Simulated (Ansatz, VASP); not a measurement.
# One calculation of CaMg2, two programs

```
Ca Mg
1.0
     5.91771    0.00000    0.00000
    -2.95885    5.12488    0.00000
     0.00000    0.00000    5.27689
Ca Mg
2 4
Cartesian
  0.0000 3.4166 2.6384
  2.9589 1.7083 2.6384
  4.0939 0.0000 0.0000
  -2.0469 3.5454 0.0000
  0.9119 1.5795 0.0000
  0.0000 0.0000 2.6384
```

Alike in both runs: functional LDA; k mesh 9 × 9 × 6; occupations gaussian, width 0.1 eV; no spin polarisation.

Ansatz relaxed the structure, and its values are those at the end. VASP's run is a single point on that final structure, the one shown.

|  | VASP | Ansatz |
| --- | --- | --- |
| version | VASP 6.6.1 | Ansatz 0.2.0 |
| potentials or method | VASP PAW LDA potentials, release 64 (Ca_sv, Mg) | scalar-relativistic, plane waves, PAW |
| plane-wave cutoff (eV) | 520 | 420 |
| valence electrons in the cell | 28 | 60 |

Ansatz gave:

| Property | Result |
| --- | --- |
| gap on the k mesh at the Fermi level (eV) | none |
| pressure (GPa) | 0.0 |

Task: What did VASP give for the same quantities?

Result: gap on the k mesh at the Fermi level (eV): none; pressure (GPa): -0.2.

A gap of «none» marks a metal or a gap that the smearing closes. The two sets of potentials don't hold the same shells in valence.
